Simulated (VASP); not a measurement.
Data:

```yaml
crystal:
  lattice:
    - [0.00000, 2.41392, 2.41392]
    - [2.41392, 0.00000, 2.41392]
    - [2.41392, 2.41392, 0.00000]
  atoms:
    - { symbol: Be, position: [0.00000, 0.00000, 0.00000] }
    - { symbol: S, position: [0.25000, 0.25000, 0.25000] }
```

Computed with PBE GGA with D4 dispersion, VASP's PBE PAW potentials (set 64) (plane waves; VASP). Settings: 520 eV cut-off, Gaussian smearing of 0.050 eV, potentials Be S.

Question: Give the energies of bands 2 to 7 at the high-symmetry points, in eV from the valence-band maximum.

Answer: 
```json
[
 {"band": "2", "Γ": "0.00", "X": "-5.09", "U": "-4.62", "L": "-5.88", "W": "-4.31"},
 {"band": "3", "Γ": "0.00", "X": "-2.69", "U": "-4.17", "L": "-1.05", "W": "-3.94"},
 {"band": "4", "Γ": "0.00", "X": "-2.69", "U": "-2.23", "L": "-1.05", "W": "-3.41"},
 {"band": "5", "Γ": "5.66", "X": "3.08", "U": "4.35", "L": "5.53", "W": "6.48"},
 {"band": "6", "Γ": "5.66", "X": "4.91", "U": "7.54", "L": "6.56", "W": "8.10"},
 {"band": "7", "Γ": "5.66", "X": "12.89", "U": "10.63", "L": "6.56", "W": "8.50"}
]
```

The gap is indirect, 3.08 eV, from the valence maximum at Γ to the conduction minimum at X.

The compound is BeS in the zinc blende structure. It was relaxed first.
